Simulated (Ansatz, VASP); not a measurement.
**CsBa3: VASP beside Ansatz**

```
Cs Ba
1.0
     6.60437    0.00000    0.00000
     0.00000    6.60437    0.00000
     0.00000    0.00000    6.60437
Cs Ba
1 3
Direct
  0.00000 0.00000 0.00000
  0.00000 0.50000 0.50000
  0.50000 0.00000 0.50000
  0.50000 0.50000 0.00000
```

The cell comes from a database or a generator and needn't be the stable form of this composition.

Alike in both runs: task single point; functional PBE; k mesh 2 × 2 × 2; occupations gaussian, width 0.1 eV; no spin polarisation.

```csv
,VASP,Ansatz
version,VASP 6.6.1,Ansatz 0.2.0
potentials or method,"VASP PAW PBE potentials, release 64 (Cs_sv, Ba_sv)","scalar-relativistic, plane waves, PAW"
plane-wave cutoff (eV),520,420
valence electrons in the cell,39,39
```

```tsv
	VASP	Ansatz	Ansatz less VASP
gap on the k mesh at the Fermi level (eV)	none	none	-
pressure (GPa)	0.3	0.3	0.00
```

A gap of «none» marks a metal or a gap that the smearing closes.

Caveats: the k mesh is coarse (spacing up to 0.48 Å⁻¹), so the values aren't converged. Spin-orbit coupling is left out, which matters for the levels of Ba, Cs.
